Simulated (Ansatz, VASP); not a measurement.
## Cross-check of ZnS (Wurtzite-2H) between VASP and Ansatz

Aim: how closely do two programs agree when they are given the same cell, functional and k mesh? The cell is taken from a series of runs on this material, whose earlier steps may have relaxed, scaled, displaced or heated it; both programs get it as it stands.

Main program and level: Ansatz 0.2.0; plane waves, with VASP 6.6.1 beside it; zone-centre phonons at LDA.

## 1. The starting structure

The structure is hexagonal, space group P6_3mc (No. 186). The conventional cell has a = 3.776 Å, b = 3.776 Å, c = 6.105 Å, α = 90.00°, β = 90.00°, γ = 120.00°. S has 4 Zn at 2.30 to 2.31 Å nearest. Nearest to Zn lie 4 S at 2.30 to 2.31 Å. Farther neighbours and most contacts between anions are not listed.

## 2. VASP: zone-centre phonons, LDA

Second derivatives magnify differences that forces hide, and they need a tight electronic threshold.

Lines of VASP's logs that name or quote its potential files are left out, and so is its time.

Input file INCAR:

```
SYSTEM = ZnS
PREC = Accurate
ENCUT = 500
EDIFF = 1E-08
NELM = 120
ISMEAR = 0
SIGMA = 0.01
LREAL = .FALSE.
ALGO = Normal
GGA = PW92
NBANDS = 24
LORBIT = 11
LWAVE = .FALSE.
LCHARG = .FALSE.
ISIF = 2
IBRION = 8
LEPSILON = .TRUE.
LASPH = .TRUE.
GGA_COMPAT = .FALSE.
EFERMI = MIDGAP
KPAR = 2
```

Input file POSCAR:

```
ZnS
1.0
    3.7755394883      0.0000000000      0.0000000000
   -1.8877697441      3.2697131098      0.0000000000
    0.0000000000      0.0000000000      6.1051457729
S Zn
2 2
Direct
    0.3333333333      0.6666666667      0.3809575411
    0.6666666667      0.3333333333      0.8809575411
    0.3333333333      0.6666666667      0.0040424589
    0.6666666667      0.3333333333      0.5040424589
```

Input file KPOINTS:

```
Automatic mesh
0
Gamma
12 12 8
0 0 0
```

The projector-augmented-wave data sets are S and Zn (LDA family, release 64).

Command:

```sh
mpirun -np 2 vasp_std
```

Numbers of over 12 decimals in the logs are rounded to 6 here.

Log:

```text
[banner, memory and clock lines left out]
running    2 mpi-ranks, on    1 nodes
 distrk:  each k-point on    1 cores,    2 groups
 distr:  one band on    1 cores,    1 groups

 POSCAR found type information on POSCAR S Zn
 POSCAR found :  2 types and       4 ions
|                                                                             |
|               ----> ADVICE to this user running VASP <----                  |
|                                                                             |
|     You enforced a specific xc type in the INCAR file but a different       |
|     [... a line on the potential file left out ...]
|     I HOPE YOU KNOW WHAT YOU ARE DOING!                                     |
|                                                                             |

 LDA part: xc-table for (Slater(with rela. corr.)+PW92), standard interpolation
 POSCAR, INCAR and KPOINTS ok, starting setup
 FFT: planning ... GRIDC
 FFT: planning ... GRID_SOFT
 FFT: planning ... GRID
 WAVECAR not read
 entering main loop
       N       E                     dE             d eps       ncg     rms          rms(c)
DAV:   1     0.229698855692E+03    0.22970E+03   -0.17179E+04  4560   0.180E+03
DAV:   2     0.356830228937E+01   -0.22613E+03   -0.21875E+03  4848   0.359E+02
DAV:   3    -0.168437886548E+02   -0.20412E+02   -0.20308E+02  5664   0.110E+02
DAV:   4    -0.172578886826E+02   -0.41410E+00   -0.41381E+00  5440   0.163E+01
DAV:   5    -0.172655989809E+02   -0.77103E-02   -0.77096E-02  5888   0.210E+00    0.106E+01
DAV:   6    -0.164173037765E+02    0.84830E+00   -0.18782E+00  6688   0.418E+01    0.799E+00
DAV:   7    -0.164149103039E+02    0.23935E-02   -0.16192E+00  5008   0.761E+00    0.325E+00
DAV:   8    -0.163933238549E+02    0.21586E-01   -0.67691E-02  6256   0.256E+00    0.972E-01
DAV:   9    -0.163922602496E+02    0.10636E-02   -0.16457E-02  6440   0.181E+00    0.280E-01
DAV:  10    -0.163923063038E+02   -0.46054E-04   -0.60620E-04  6016   0.308E-01    0.161E-01
DAV:  11    -0.163923284972E+02   -0.22193E-04   -0.72112E-05  5760   0.103E-01    0.949E-02
DAV:  12    -0.163923252611E+02    0.32361E-05   -0.17100E-05  5872   0.608E-02    0.112E-02
DAV:  13    -0.163923254962E+02   -0.23513E-06   -0.75279E-07  5624   0.637E-03    0.259E-03
DAV:  14    -0.163923255101E+02   -0.13913E-07   -0.44119E-08  5656   0.274E-03    0.973E-04
DAV:  15    -0.163923255063E+02    0.38171E-08   -0.97319E-09  3624   0.115E-03
   1 F= -.16392326E+02 E0= -.16392326E+02  d E =0.000000E+00
 Linear response reoptimize wavefunctions to high precision
DAV:   1    -0.163923255071E+02   -0.83764E-09   -0.76383E-09  5120   0.647E-04
DAV:   2    -0.163923255072E+02   -0.68212E-10   -0.17846E-10  2904   0.926E-05
 Linear response G [H, r] |phi>, progress :
  Direction:   1
       N       E                     dE             d eps       ncg     rms
RMM:   1    -0.807437584865E+02   -0.80744E+02    0.48139E+02  8680   0.943E+01
RMM:   2    -0.901517378242E+02   -0.94080E+01   -0.29706E+01  7455   0.355E+01
RMM:   3    -0.907195512614E+02   -0.56781E+00   -0.21688E+00  8133   0.944E+00
RMM:   4    -0.907416089522E+02   -0.22058E-01   -0.11303E-01  8289   0.198E+00
RMM:   5    -0.907426832156E+02   -0.10743E-02   -0.12919E-02  8354   0.520E-01
RMM:   6    -0.907428642916E+02   -0.18108E-03   -0.21317E-03  8459   0.155E-01
RMM:   7    -0.907428888213E+02   -0.24530E-04   -0.50073E-04  8617   0.525E-02
RMM:   8    -0.907428929538E+02   -0.41326E-05   -0.21204E-04  8716   0.189E-02
RMM:   9    -0.907428879083E+02    0.50455E-05    0.79263E-05  8685   0.782E-03
RMM:  10    -0.907428868331E+02    0.10752E-05    0.59454E-05  7251   0.382E-03
RMM:  11    -0.907428852689E+02    0.15643E-05    0.21260E-04  6266   0.218E-03
RMM:  12    -0.907428848867E+02    0.38218E-06    0.10629E-04  5730   0.157E-03
RMM:  13    -0.907428841514E+02    0.73530E-06    0.25282E-04  5446   0.128E-03
RMM:  14    -0.907428850006E+02   -0.84919E-06    0.12640E-04  5291   0.121E-03
RMM:  15    -0.907428838813E+02    0.11192E-05    0.28571E-04  5198   0.116E-03
RMM:  16    -0.907428848496E+02   -0.96828E-06    0.14928E-04  5066   0.115E-03
RMM:  17    -0.907428837933E+02    0.10563E-05    0.30438E-04  5015   0.115E-03
 Linear response G [H, r] |phi>, progress :
  Direction:   2
       N       E                     dE             d eps       ncg     rms
RMM:   1    -0.958838059142E+02   -0.95884E+02    0.29301E+02  8792   0.909E+01
RMM:   2    -0.101579590090E+03   -0.56958E+01   -0.23727E+01  7369   0.341E+01
RMM:   3    -0.102154735463E+03   -0.57515E+00   -0.17160E+00  8133   0.870E+00
RMM:   4    -0.102182224160E+03   -0.27489E-01   -0.84670E-02  8198   0.187E+00
RMM:   5    -0.102183648886E+03   -0.14247E-02   -0.12810E-02  8319   0.523E-01
RMM:   6    -0.102183848147E+03   -0.19926E-03   -0.28880E-03  8401   0.164E-01
[...]
RMM:   9    -0.110361050410E+01    0.15377E-04    0.10300E-06 28131   0.425E-03    0.150E-03
RMM:  10    -0.110361241928E+01   -0.19152E-05    0.55546E-07 28037   0.204E-03    0.285E-04
RMM:  11    -0.110361721328E+01   -0.47940E-05   -0.80505E-07 27089   0.827E-04    0.182E-04
RMM:  12    -0.110361654064E+01    0.67264E-06    0.22829E-07 23559   0.338E-04    0.192E-05
RMM:  13    -0.110361625419E+01    0.28645E-06    0.81092E-09 15442   0.147E-04    0.993E-06
[...]
RMM:  12    -0.111357986139E+01    0.15392E-05   -0.59409E-07  7613   0.333E-04    0.257E-05
RMM:  13    -0.111357988877E+01   -0.27380E-07    0.77962E-08  4938   0.139E-04    0.115E-05
RMM:  14    -0.111357983449E+01    0.54280E-07   -0.97185E-08  3796   0.772E-05    0.287E-06
 change of polarisation eV/A/(eV/A) component  3 :    -0.223    -0.205     2.118
 dielectric tensor                  component  3 :    -0.535    -0.493     6.084
 Linear response DOF=           4
 Linear response progress:
  Degree of freedom:   1/  4
       N       E                     dE             d eps       ncg     rms          rms(c)
RMM:   1    -0.107249728910E+00   -0.10725E+00    0.45802E-02 70359   0.199E+00
RMM:   2    -0.103928367968E+00    0.33214E-02   -0.65415E-03 42904   0.658E-01    0.172E-01
RMM:   3    -0.104327194305E+00   -0.39883E-03   -0.56555E-04 48604   0.159E-01    0.819E-02
RMM:   4    -0.104665877192E+00   -0.33868E-03   -0.85902E-05 47726   0.529E-02    0.204E-02
RMM:   5    -0.104717566451E+00   -0.51689E-04   -0.87351E-06 50225   0.141E-02    0.974E-03
RMM:   6    -0.104692023005E+00    0.25543E-04   -0.13626E-06 50147   0.486E-03    0.353E-03
RMM:   7    -0.104700576309E+00   -0.85533E-05   -0.58612E-08 48347   0.176E-03    0.882E-04
RMM:   8    -0.104699605544E+00    0.97077E-06   -0.48169E-08 51090   0.563E-04    0.637E-05
RMM:   9    -0.104698792353E+00    0.81319E-06   -0.59646E-08 49514   0.190E-04    0.497E-05
RMM:  10    -0.104698851691E+00   -0.59338E-07   -0.34880E-08 51225   0.707E-05    0.965E-06
RMM:  11    -0.104698952106E+00   -0.10041E-06   -0.26323E-08 48899   0.332E-05    0.240E-06
RMM:  12    -0.104698934797E+00    0.17309E-07   -0.16025E-08 48208   0.175E-05    0.594E-07
RMM:  13    -0.104698934601E+00    0.19589E-09   -0.19494E-08 34034   0.107E-05    0.598E-07
 first order change of Fermi-energy  -0.78506E-01
 force on displaced ion       1 direction 1 :  -7.100   0.000   0.000
 Born effective charge ion    1 direction 1 :  -1.877  -0.000  -0.000
 Linear response progress:
  Degree of freedom:   2/  4
       N       E                     dE             d eps       ncg     rms          rms(c)
RMM:   1    -0.126924990997E+00   -0.12692E+00    0.56227E-02 16346   0.201E+00
RMM:   2    -0.122321716393E+00    0.46033E-02   -0.71982E-03  9512   0.752E-01    0.198E-01
RMM:   3    -0.122575510029E+00   -0.25379E-03   -0.90308E-04 10996   0.190E-01    0.966E-02
RMM:   4    -0.122780928636E+00   -0.20542E-03   -0.71613E-05  9925   0.631E-02    0.319E-02
RMM:   5    -0.122813003065E+00   -0.32074E-04   -0.23685E-05 10869   0.238E-02    0.885E-03
RMM:   6    -0.122799799990E+00    0.13203E-04   -0.22426E-06 11242   0.630E-03    0.465E-03
RMM:   7    -0.122801902186E+00   -0.21022E-05   -0.34087E-07 11428   0.162E-03    0.187E-03
RMM:   8    -0.122803930474E+00   -0.20283E-05    0.20067E-07 10111   0.130E-03    0.218E-04
RMM:   9    -0.122804176895E+00   -0.24642E-06   -0.51912E-08 11537   0.344E-04    0.109E-04
RMM:  10    -0.122804053119E+00    0.12378E-06    0.26903E-08 11553   0.118E-04    0.246E-05
RMM:  11    -0.122804085523E+00   -0.32403E-07    0.83184E-08 10357   0.509E-05    0.163E-05
RMM:  12    -0.122804037368E+00    0.48154E-07    0.51034E-08 11481   0.243E-05    0.343E-06
RMM:  13    -0.122804051369E+00   -0.14001E-07    0.44159E-08 10764   0.134E-05    0.197E-06
RMM:  14    -0.122804057269E+00   -0.59000E-08    0.44154E-08  8528   0.100E-05    0.570E-07
 first order change of Fermi-energy  -0.87153E-01
 force on displaced ion       1 direction 3 :   0.000  -0.000 -10.097
 Born effective charge ion    1 direction 3 :   0.000  -0.000  -1.955
 Linear response progress:
  Degree of freedom:   3/  4
       N       E                     dE             d eps       ncg     rms          rms(c)
RMM:   1    -0.213447813302E+00   -0.21345E+00   -0.36199E-03 41633   0.191E+00
RMM:   2    -0.210902394866E+00    0.25454E-02   -0.39220E-03 43419   0.448E-01    0.129E-01
RMM:   3    -0.210714565703E+00    0.18783E-03   -0.13456E-04 50033   0.712E-02    0.752E-02
RMM:   4    -0.210454515589E+00    0.26005E-03   -0.21295E-05 49591   0.250E-02    0.433E-03
RMM:   5    -0.210448809973E+00    0.57056E-05   -0.38957E-06 51268   0.510E-03    0.163E-03
RMM:   6    -0.210451635842E+00   -0.28259E-05   -0.35932E-07 51438   0.203E-03    0.316E-04
RMM:   7    -0.210451976786E+00   -0.34094E-06   -0.55865E-07 51707   0.611E-04    0.186E-04
RMM:   8    -0.210452209899E+00   -0.23311E-06   -0.29346E-07 51271   0.274E-04    0.326E-05
RMM:   9    -0.210452004317E+00    0.20558E-06   -0.13971E-07 51830   0.844E-05    0.183E-05
RMM:  10    -0.210451890814E+00    0.11350E-06   -0.35614E-08 50719   0.407E-05    0.254E-06
RMM:  11    -0.210451884839E+00    0.59752E-08   -0.31746E-08 50698   0.172E-05    0.107E-06
 first order change of Fermi-energy  -0.15872E+00
 force on displaced ion       3 direction 1 :  -6.303   0.000  -0.000
 Born effective charge ion    3 direction 1 :   1.877  -0.000   0.000
 Linear response progress:
  Degree of freedom:   4/  4
       N       E                     dE             d eps       ncg     rms          rms(c)
RMM:   1    -0.220006352712E+00   -0.22001E+00   -0.13954E-03  9398   0.193E+00
RMM:   2    -0.216872307881E+00    0.31340E-02   -0.41668E-03  9846   0.469E-01    0.154E-01
RMM:   3    -0.216570905373E+00    0.30140E-03   -0.14440E-04 11232   0.865E-02    0.810E-02
RMM:   4    -0.216277926780E+00    0.29298E-03   -0.61209E-05 11085   0.437E-02    0.198E-02
RMM:   5    -0.216218752100E+00    0.59175E-04   -0.49057E-06 11541   0.164E-02    0.641E-03
RMM:   6    -0.216226158471E+00   -0.74064E-05   -0.61228E-07 10802   0.473E-03    0.361E-03
RMM:   7    -0.216232076254E+00   -0.59178E-05    0.12403E-07 10946   0.256E-03    0.770E-04
RMM:   8    -0.216233258384E+00   -0.11821E-05   -0.47425E-07 11238   0.827E-04    0.225E-04
RMM:   9    -0.216232783090E+00    0.47529E-06   -0.48541E-07 11634   0.280E-04    0.507E-05
RMM:  10    -0.216232620306E+00    0.16278E-06   -0.12802E-07 11690   0.120E-04    0.244E-05
RMM:  11    -0.216232602873E+00    0.17433E-07   -0.81391E-08 11679   0.418E-05    0.809E-06
RMM:  12    -0.216232626198E+00   -0.23325E-07    0.11554E-08 11699   0.217E-05    0.599E-06
RMM:  13    -0.216232633849E+00   -0.76507E-08    0.35341E-09 10543   0.132E-05    0.993E-07
 first order change of Fermi-energy   0.87060E-01
 force on displaced ion       3 direction 3 :   0.000  -0.000  -8.254
 Born effective charge ion    3 direction 3 :   0.000   0.000   1.955
 Born effective charges drift removed
 Linear response finished
```

[end of part 1 of 3]

[Lines on the potential files, build, host, timing and source positions are cut from VASP's logs without a mark.]

[Logs are printed without paths, hosts, clocks, repeated set-up lines and the standing remarks that a program may print on its own settings, such as how far it seeks lower states.]

[Hosts, paths, dates, database ids (printed as entryN), source tags and the programs' standing remarks are cut or masked in the printed files.]
